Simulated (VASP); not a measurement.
LaSi2, 6 atoms in the cell. Symmetry: I4_1/amd, No. 141, tetragonal system. Conventional cell: a = 4.257 Å, b = 4.257 Å, c = 13.897 Å, α = 90.00°, β = 90.00°, γ = 90.00°. La (site symmetry -4m2) is surrounded by 12 Si at 3.13 to 3.23 Å. Si (site symmetry 2mm) is surrounded by 3 Si at 2.35 to 2.41 Å. The cell is a database's computed one.

| Quantity | Value |
| --- | --- |
| Program | VASP 6.6.1 |
| Task | single point |
| Functional | PBEsol |
| Potentials or basis | VASP PAW PBE potentials, release 64 (La, Si) |
| Cutoff | 700 eV |
| k mesh | 12 × 12 × 12 |
| Occupations | gaussian, width 0.1 eV |
| Spin | no spin polarisation |
| Further INCAR settings | ALGO = Normal; EDIFF = 1e-07; NBANDS = 28 |

Potentials or basis: VASP PAW PBE potentials, release 64 (La, Si).

Command:

```bash
$ cat potpaw_PBE.64/La/POTCAR potpaw_PBE.64/Si/POTCAR > POTCAR
$ mpirun -np 1 vasp_std > vasp.out
```

Hardware: 1 thread of Intel(R) Xeon(R) Platinum 8375C CPU @ 2.90GHz (Ice Lake) (shared host).

Q: Estimate the wall time of this run.

A: Run time: 64 min on 1 thread of Intel(R) Xeon(R) Platinum 8375C CPU @ 2.90GHz (Ice Lake), with other jobs on the host, peak memory 1.3 GiB. Counts: scf iterations 18, k points 163.
